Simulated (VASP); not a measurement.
# Lattice of ZnO (zincite) across functionals and dispersion corrections, part 3 of 3

Aim: relax ZnO (zincite) at several levels and hold each cell against experiment. LASPH is on for some levels and off for others; the table marks which. The start is a cell from a database of measured crystal structures.

VASP 6.6.1, plane waves and PAW; the level of theory is named at each step.

So far. Step 4 (Relaxation with r2SCAN): It ends at 11.88 Å³/atom, -0.2 % from the start, with -0.01 GPa left. The conventional cell has a = 3.242 and c = 5.219 Å. Step 5 (Relaxation with PBE + D3(BJ)): It ends at 12.15 Å³/atom, +2.1 % from the start, with -0.05 GPa left. The conventional cell has a = 3.263 and c = 5.269 Å. Against plain PBE, the dispersion term moves a by -0.8 % and c by -0.6 %.

**6. Relaxation with r2SCAN + rVV10**

This step: r2SCAN with rVV10; plane waves and PAW (Zn, O) (VASP 6.6.1).

LUSE_VDW switches on a nonlocal correlation term for dispersion.

INCAR

```
SYSTEM = ZnO
PREC = Accurate
ENCUT = 560
EDIFF = 1E-06
NELM = 100
ISMEAR = -1
SIGMA = 0.05
LREAL = .FALSE.
ALGO = Normal
METAGGA = R2SCAN
LUSE_VDW = .TRUE.
IVDW_NL = 2
BPARAM = 11.95
CPARAM = 0.0093
LASPH = .TRUE.
NBANDS = 24
LORBIT = 11
LWAVE = .FALSE.
LCHARG = .FALSE.
KPAR = 4
IBRION = 2
NSW = 60
ISIF = 3
EDIFFG = -0.01
```

POSCAR

```
ZnO
1.0
    3.2493080000      0.0000000000      0.0000000000
   -1.6246540000      2.8139832727      0.0000000000
    0.0000000000      0.0000000000      5.2057090000
Zn O
2 2
Direct
    0.3333333333      0.6666666667      0.5000000000
    0.6666666667      0.3333333333      0.0000000000
    0.6666666667      0.3333333333      0.3790100000
    0.3333333333      0.6666666667      0.8790100000
```

KPOINTS

```
Automatic mesh
0
Gamma
8 8 5
0 0 0
```

The projector-augmented-wave data sets are Zn and O (PBE family, release 64).

Started as:

```
$ mpirun -np 4 vasp_std
```

Numbers of over 12 decimals in the logs are rounded to 6 here.

Log:

```text
[banner, memory and clock lines left out]
running    4 mpi-ranks, on    1 nodes
[...]
|                                                                             |
|               ----> ADVICE to this user running VASP <----                  |
|                                                                             |
|     You have switched on vdW-DFT.                                           |
|     This routine was written and supplied by Jiri Klimes. We recommend      |
|     that you carefully read and cite the following publications:            |
|       J. Klimes, D.R. Bowler, A. Michelides                                 |
|          J. Phys.: Cond Matt. 22 022201 (2010)                              |
|       J. Klimes, D.R. Bowler, A. Michelides                                 |
|          Phys. Rev. B. 83, 195131 (2011)                                    |
|     and references therein.                                                 |
|                                                                             |

[...]
Total rVV10 correction in eV:      1.0689647    37.3237474
DAV:  16    -0.352495641577E+02    0.67576E-06   -0.68895E-07   968   0.139E-02
Total rVV10 correction in eV:      1.0689559    37.3237474
Total rVV10 correction in eV:      1.0689559    37.3237474
Total rVV10 correction in eV:      1.0689559    37.3237474
Total rVV10 correction in eV:      1.0689559    37.3237474
Total rVV10 correction in eV:      1.0689662    37.3237474
Total rVV10 correction in eV:      1.0689662    37.3237474
Total rVV10 correction in eV:      1.0689662    37.3237474
Total rVV10 correction in eV:      1.0689662    37.3237474
   1 F= -.35249564E+02 E0= -.35249564E+02  d E =-.352496E+02
[... from here on, the cycles between the ionic steps are left out ...]
   2 F= -.35252641E+02 E0= -.35252641E+02  d E =-.307670E-02
   3 F= -.35253573E+02 E0= -.35253573E+02  d E =-.400911E-02
   4 F= -.35253545E+02 E0= -.35253545E+02  d E =-.398045E-02
   5 F= -.35253556E+02 E0= -.35253556E+02  d E =-.399232E-02
   6 F= -.35253568E+02 E0= -.35253568E+02  d E =-.400402E-02
   7 F= -.35253592E+02 E0= -.35253592E+02  d E =-.234261E-04
 trial-energy change:   -0.000023  1 .order   -0.000044   -0.000072   -0.000017
 step:   1.2201(harm=  1.2201)  dis= 0.00011  next Energy=   -35.253615 (dE=-0.470E-04)
 reached required accuracy - stopping structural energy minimisation
```

Elapsed: 4.8 min, on 4 MPI ranks of Intel Xeon Platinum 8488C (Sapphire Rapids), shared host; peak memory 1.3 GiB; 19 min of CPU time.

OUTCAR, selected parts (step 6):

```text
  Total        0.0234740      0.0234740      0.0291001      0.0000000      0.0000000      0.0000000
  in kB        0.7984367      0.7984367      0.9898028      0.0000000      0.0000000      0.0000000
  external PRESSURE =       0.8622254 kB  Pullay stress =       0.0000000 kB

 POSITION                                       TOTAL-FORCE (eV/Angst)
 -----------------------------------------------------------------------------------
     -0.00000      1.86628      2.59996        -0.000000     -0.000000      0.009484
      1.61624      0.93314      5.20265        -0.000000      0.000000      0.009484
      1.61624      0.93314      1.97563         0.000000      0.000000     -0.009484
     -0.00000      1.86628      4.57832         0.000000      0.000000     -0.009484
 -----------------------------------------------------------------------------------
    total drift:                                0.000000      0.000000     -0.044025

  FREE ENERGIE OF THE ION-ELECTRON SYSTEM (eV)
  ---------------------------------------------------
  free  energy   TOTEN  =       -35.2535916060 eV

  energy  without entropy=      -35.2535914831  energy(sigma->0) =      -35.25359154

[... 2 parts as in an earlier step ...]

[... 2 further parts left out ...]
[key lines of the parts left out:]
E-fermi :   1.5565
```

It ends at 11.78 Å³/atom, -1.0 % from the start, with 0.09 GPa left. The conventional cell has a = 3.232 and c = 5.205 Å. Against plain r2SCAN, the dispersion term moves a by -0.3 % and c by -0.3 %.

**7. Relaxation with PBE + D4**

This step: PBE with D4; plane waves and PAW (Zn, O) (VASP 6.6.1).

D4 lets the coefficients depend on atomic charges too.

Changes to INCAR since step 6:

```diff
@@ -9,8 +9,4 @@
 ALGO = Normal
-METAGGA = R2SCAN
-LUSE_VDW = .TRUE.
-IVDW_NL = 2
-BPARAM = 11.95
-CPARAM = 0.0093
-LASPH = .TRUE.
+GGA = PE
+IVDW = 13
 NBANDS = 24
```

POSCAR is that of step 6.

KPOINTS is that of step 6.

Started as:

```
$ mpirun -np 4 vasp_std
```

Log:

```text
[... set-up lines as in an earlier step ...]
 entering main loop
       N       E                     dE             d eps       ncg     rms          rms(c)
[... 14 cycles as in an earlier step ...]
   1 F= -.18773250E+02 E0= -.18773248E+02  d E =-.187733E+02
[... from here on, the cycles between the ionic steps are left out ...]
   2 F= -.18779477E+02 E0= -.18779474E+02  d E =-.622703E-02
   3 F= -.18781050E+02 E0= -.18781046E+02  d E =-.779928E-02
   4 F= -.18781046E+02 E0= -.18781042E+02  d E =-.779523E-02
   5 F= -.18781101E+02 E0= -.18781098E+02  d E =-.552188E-04
   6 F= -.18781109E+02 E0= -.18781106E+02  d E =-.634159E-04
   7 F= -.18781152E+02 E0= -.18781148E+02  d E =-.425286E-04
   8 F= -.18781187E+02 E0= -.18781184E+02  d E =-.779269E-04
[...]
reached required accuracy - stopping structural energy minimisation
```

It took 36 s on 4 MPI ranks; peak memory 0.8 GiB; 2.3 min of CPU time.

Parts of OUTCAR (step 7):

```text
  Edisp (eV):   -0.93583

  Total       0.00078     0.00078    -0.03614     0.00000     0.00000    -0.00000
  in kB       0.02594     0.02594    -1.19444     0.00000     0.00000    -0.00000
  external pressure =       -0.38 kB  Pullay stress =        0.00 kB

 POSITION                                       TOTAL-FORCE (eV/Angst)
 -----------------------------------------------------------------------------------
     -0.00000      1.88224      2.63366        -0.000000     -0.000000      0.006529
      1.63007      0.94112      0.00022         0.000000     -0.000000      0.006529
      1.63007      0.94112      1.99598        -0.000000      0.000000     -0.006529
     -0.00000      1.88224      4.62943         0.000000      0.000000     -0.006529
 -----------------------------------------------------------------------------------
    total drift:                                0.000000      0.000000     -0.000721

  FREE ENERGIE OF THE ION-ELECTRON SYSTEM (eV)
  ---------------------------------------------------
  free  energy   TOTEN  =       -18.7811869269 eV

  energy  without entropy=      -18.7811803708  energy(sigma->0) =      -18.78118365

[... 2 parts as in an earlier step ...]

[... 2 further parts left out ...]
[key lines of the parts left out:]
E-fermi :   1.4569
```

It ends at 12.12 Å³/atom, +1.9 % from the start, with -0.04 GPa left. The conventional cell has a = 3.260 and c = 5.267 Å. Against plain PBE, the dispersion term moves a by -0.9 % and c by -0.7 %.

**8. Relaxation with PBE + TS**

This step: PBE with TS; plane waves and PAW (Zn, O) (VASP 6.6.1).

The Tkatchenko-Scheffler scheme scales free-atom polarisabilities by Hirshfeld volumes.

Changes to INCAR since step 7:

```diff
@@ -10,3 +10,3 @@
 GGA = PE
-IVDW = 13
+IVDW = 20
 NBANDS = 24
```

POSCAR is that of step 7.

KPOINTS is that of step 7.

Started as:

```
$ mpirun -np 4 vasp_std
```

Log:

```text
[... set-up lines as in an earlier step ...]
 entering main loop
       N       E                     dE             d eps       ncg     rms          rms(c)
[... 14 cycles as in an earlier step ...]
 augmentation electrons   35.983750
 total        electrons   35.983750
 augmentation electrons   38.857832
 total        electrons   38.857832
 augmentation electrons   17.457832
 soft         electrons   18.525918
 total        electrons   35.983749
 translations:           2           2           1
   1 F= -.18552087E+02 E0= -.18552084E+02  d E =-.185521E+02
[... from here on, the cycles between the ionic steps are left out ...]
   2 F= -.18562501E+02 E0= -.18562497E+02  d E =-.104141E-01
   3 F= -.18564937E+02 E0= -.18564934E+02  d E =-.128504E-01
   4 F= -.18564946E+02 E0= -.18564943E+02  d E =-.128597E-01
   5 F= -.18565229E+02 E0= -.18565226E+02  d E =-.283192E-03
   6 F= -.18565477E+02 E0= -.18565473E+02  d E =-.530435E-03
   7 F= -.18565471E+02 E0= -.18565467E+02  d E =-.524891E-03
   8 F= -.18565562E+02 E0= -.18565559E+02  d E =-.615988E-03
   9 F= -.18565764E+02 E0= -.18565761E+02  d E =-.201997E-03
  10 F= -.18565794E+02 E0= -.18565790E+02  d E =-.231919E-03
[...]
reached required accuracy - stopping structural energy minimisation
```

Elapsed: 50 s, on 4 MPI ranks; peak memory 0.81 GiB; 3.2 min of CPU time.

From OUTCAR (step 8):

```text
  Edisp (eV):   -0.71650

  Total       0.02241     0.02241     0.00468     0.00000     0.00000     0.00000
  in kB       0.73709     0.73709     0.15381     0.00000     0.00000     0.00000
  external pressure =        0.54 kB  Pullay stress =        0.00 kB

 POSITION                                       TOTAL-FORCE (eV/Angst)
 -----------------------------------------------------------------------------------
     -0.00000      1.88227      2.65115        -0.000000     -0.000000      0.005987
      1.63010      0.94114      0.00476        -0.000000     -0.000000      0.005987
      1.63010      0.94114      2.00125         0.000000      0.000000     -0.005987
     -0.00000      1.88227      4.64764         0.000000      0.000000     -0.005987
 -----------------------------------------------------------------------------------
    total drift:                                0.000000      0.000001     -0.001596

  FREE ENERGIE OF THE ION-ELECTRON SYSTEM (eV)
  ---------------------------------------------------
  free  energy   TOTEN  =       -18.5657941634 eV

  energy  without entropy=      -18.5657867020  energy(sigma->0) =      -18.56579043

[... 2 parts as in an earlier step ...]

[... 2 further parts left out ...]
[key lines of the parts left out:]
E-fermi :   1.4088
```

It ends at 12.18 Å³/atom, +2.4 % from the start, with 0.05 GPa left. The conventional cell has a = 3.260 and c = 5.293 Å. Against plain PBE, the dispersion term moves a by -0.9 % and c by -0.2 %.

**9. Relaxation with rev-vdW-DF2**

This step: rev-vdW-DF2; plane waves and PAW (Zn, O) (VASP 6.6.1).

rev-vdW-DF2 revises the exchange of vdW-DF2 for solids.

Changes to INCAR since step 8:

```diff
@@ -9,4 +9,9 @@
 ALGO = Normal
-GGA = PE
-IVDW = 20
+GGA = MK
+AGGAC = 0
+LUSE_VDW = .TRUE.
+PARAM1 = 0.1234
+PARAM2 = 0.711357
+ZAB_VDW = -1.8867
+LASPH = .TRUE.
 NBANDS = 24
```

POSCAR is that of step 8.

KPOINTS is that of step 8.

Started as:

```
$ mpirun -np 4 vasp_std
```

Log:

```text
[banner, memory and clock lines left out]
running    4 mpi-ranks, on    1 nodes
[...]
[... a notice as in an earlier step ...]

 [... a notice as in an earlier step ...]

 LDA part: xc-table for (Slater+PW92), standard interpolation
 POSCAR, INCAR and KPOINTS ok, starting setup
[...]
entering main loop
       N       E                     dE             d eps       ncg     rms          rms(c)
DAV:   1     0.306605715282E+03    0.30661E+03   -0.19597E+04  1448   0.231E+03
DAV:   2     0.159692272473E+02   -0.29064E+03   -0.27589E+03  1568   0.441E+02
DAV:   3    -0.126554394211E+02   -0.28625E+02   -0.28422E+02  1616   0.144E+02
DAV:   4    -0.131166143659E+02   -0.46117E+00   -0.46090E+00  1760   0.193E+01
[...]
DAV:  13    -0.988668260350E+01   -0.71205E-05   -0.16970E-05  1928   0.836E-02    0.169E-02
DAV:  14    -0.988667877740E+01    0.38261E-05   -0.10111E-05  1752   0.295E-02    0.374E-03
DAV:  15    -0.988667864160E+01    0.13580E-06   -0.12383E-06  1072   0.911E-03
   1 F= -.98866786E+01 E0= -.98866764E+01  d E =-.988668E+01
[... from here on, the cycles between the ionic steps are left out ...]
   2 F= -.98938743E+01 E0= -.98938706E+01  d E =-.719565E-02
   3 F= -.98958641E+01 E0= -.98958609E+01  d E =-.918546E-02
   4 F= -.98958582E+01 E0= -.98958551E+01  d E =-.917960E-02
   5 F= -.98959585E+01 E0= -.98959554E+01  d E =-.100299E-03
   6 F= -.98959797E+01 E0= -.98959765E+01  d E =-.121479E-03
   7 F= -.98960499E+01 E0= -.98960466E+01  d E =-.701566E-04
   8 F= -.98960645E+01 E0= -.98960611E+01  d E =-.847329E-04
   9 F= -.98960995E+01 E0= -.98960962E+01  d E =-.350935E-04
 trial-energy change:   -0.000035  1 .order   -0.000033   -0.000054   -0.000012
 step:   1.0376(harm=  1.0376)  dis= 0.00100  next Energy=    -9.896099 (dE=-0.345E-04)
 reached required accuracy - stopping structural energy minimisation
```

The job ended after 4 min (4 MPI ranks; peak memory 1.6 GiB; 16 min of CPU time).

Parts of OUTCAR (step 9):

```text
  Total       -0.0248400     -0.0248400     -0.0145431      0.0000000     -0.0000000      0.0000000
  in kB       -0.8196364     -0.8196364     -0.4798727      0.0000000     -0.0000000      0.0000000
  external PRESSURE =      -0.7063818 kB  Pullay stress =       0.0000000 kB

 POSITION                                       TOTAL-FORCE (eV/Angst)
 -----------------------------------------------------------------------------------
     -0.00000      1.88288      2.63694        -0.000000     -0.000000      0.001662
      1.63062      0.94144      0.00114        -0.000000     -0.000000      0.001662
      1.63062      0.94144      1.99685         0.000000      0.000000     -0.001662
     -0.00000      1.88288      4.63266         0.000000      0.000000     -0.001662
 -----------------------------------------------------------------------------------
    total drift:                                0.000000      0.000000      0.000915

  FREE ENERGIE OF THE ION-ELECTRON SYSTEM (eV)
  ---------------------------------------------------
  free  energy   TOTEN  =        -9.8960995450 eV

  energy  without entropy=       -9.8960928896  energy(sigma->0) =       -9.89609622

[... 2 parts as in an earlier step ...]

[... 2 further parts left out ...]
[key lines of the parts left out:]
E-fermi :   1.2557
```

It ends at 12.14 Å³/atom, +2.0 % from the start, with -0.07 GPa left. The conventional cell has a = 3.261 and c = 5.272 Å.

**10. The cells as a table**

This step: relaxed cells at several levels; plane waves and PAW (VASP 6.6.1).

No new run; the numbers come from the runs before.

Lengths are those of the conventional cell; cost is the wall time of each run, as given at its step, times its ranks, without the set-up around it; LASPH differs between rows, which moves results and costs too. Results by level, by row:

| level | volume (Å³/atom) | change from the start (%) | a (Å) | c (Å) | cost (core minutes) | LASPH |
| --- | --- | --- | --- | --- | --- | --- |
| LDA | 11.42 | -4 | 3.196 | 5.167 | 1.73 | off |
| PBE | 12.41 | 4.3 | 3.289 | 5.302 | 2.07 | off |
| r2SCAN | 11.88 | -0.2 | 3.242 | 5.219 | 4.13 | on |
| PBE + D3(BJ) | 12.15 | 2.1 | 3.263 | 5.269 | 2.27 | off |
| r2SCAN + rVV10 | 11.78 | -1 | 3.232 | 5.205 | 19.3 | on |
| PBE + D4 | 12.12 | 1.9 | 3.26 | 5.267 | 2.4 | off |
| PBE + TS | 12.18 | 2.4 | 3.26 | 5.293 | 3.33 | off |
| rev-vdW-DF2 | 12.14 | 2 | 3.261 | 5.272 | 15.8 | on |

**11. What came out**

```yaml
volume_lda: 11.42 Å³/atom
volume_pbe: 12.41 Å³/atom
volume_r2scan: 11.88 Å³/atom
volume_pbe_d3_bj: 12.15 Å³/atom
volume_r2scan_rvv10: 11.78 Å³/atom
volume_pbe_d4: 12.12 Å³/atom
volume_pbe_ts: 12.18 Å³/atom
volume_rev_vdw_df2: 12.14 Å³/atom
```

For ZnO (zincite) the levels give volumes between 11.42 Å³/atom (LDA) and 12.41 Å³/atom (PBE), a spread of 8.7 %, while the cost of the finished runs spans a factor of 11. Within 1 % of experiment on every length: r2SCAN and r2SCAN + rVV10. The nearest is r2SCAN. Thermal and zero-point expansion, often some tenths of a per cent in length, bear on this order: with the measured lengths lowered by an assumed 0.4 % the nearest becomes r2SCAN + rVV10. The costs hold the number of ionic steps as well as the price of the functional. The closing table has room for seven levels; rev-vdW-DF2 stands in the table of levels alone. Adding D3(BJ) to PBE changes the volume by -2.1 % (a by -0.8 % and c by -0.6 %). Adding rVV10 to r2SCAN changes the volume by -0.9 % (a by -0.3 % and c by -0.3 %). Adding D4 to PBE changes the volume by -2.4 % (a by -0.9 % and c by -0.7 %). Within 0.02 Å all end in space group P6_3mc; the runs can't lower the symmetry of the start. LASPH is on for some levels and off for others, so differences between them are not the functional's alone. Each is a single relaxation on the plane waves of the start cell, so larger changes of volume carry a basis-set error that was not tested here.

Calculation against experiment:

| quantity | measured | LDA | PBE | r2SCAN | PBE + D3(BJ) | r2SCAN + rVV10 | PBE + D4 | PBE + TS |
| --- | --- | --- | --- | --- | --- | --- | --- | --- |
| lattice constant a (Å) | 3.24945 | 3.196 (-1.7 %) | 3.289 (+1.2 %) | 3.242 (-0.2 %) | 3.263 (+0.4 %) | 3.232 (-0.5 %) | 3.260 (+0.3 %) | 3.260 (+0.3 %) |
| lattice constant c (Å) | 5.20574 | 5.167 (-0.7 %) | 5.302 (+1.9 %) | 5.219 (+0.3 %) | 5.269 (+1.2 %) | 5.205 (-0.0 %) | 5.267 (+1.2 %) | 5.293 (+1.7 %) |

Measured values from arxiv:0808.0492 (2008).

How well it matches: For the lattice constant a, of the levels listed nearest comes r2SCAN (-0.2 %, good agreement) and farthest LDA (-1.7 %, a clear miss). For the lattice constant c, of the levels listed nearest comes r2SCAN + rVV10 (-0.0 %, good agreement) and farthest PBE (+1.9 %, fair agreement). The grades are ours: good and fair within 0.7 and 1.5 % for the lattice constant a and 0.8 and 2 % for the lattice constant c. For lattice constants the calculation has a static lattice, without zero-point motion or thermal expansion (measured at up to 298 K).

[Lines on the potential files, build, host, timing and source positions are cut from VASP's logs without a mark.]

[Logs are printed without paths, hosts, clocks, repeated set-up lines and the standing remarks that a program may print on its own settings, such as how far it seeks lower states.]

[Hosts, paths, dates, database ids (printed as entryN), source tags and the programs' standing remarks are cut or masked in the printed files.]

[A measured line is paired with the nearest computed mode of its activity, which favours agreement.]
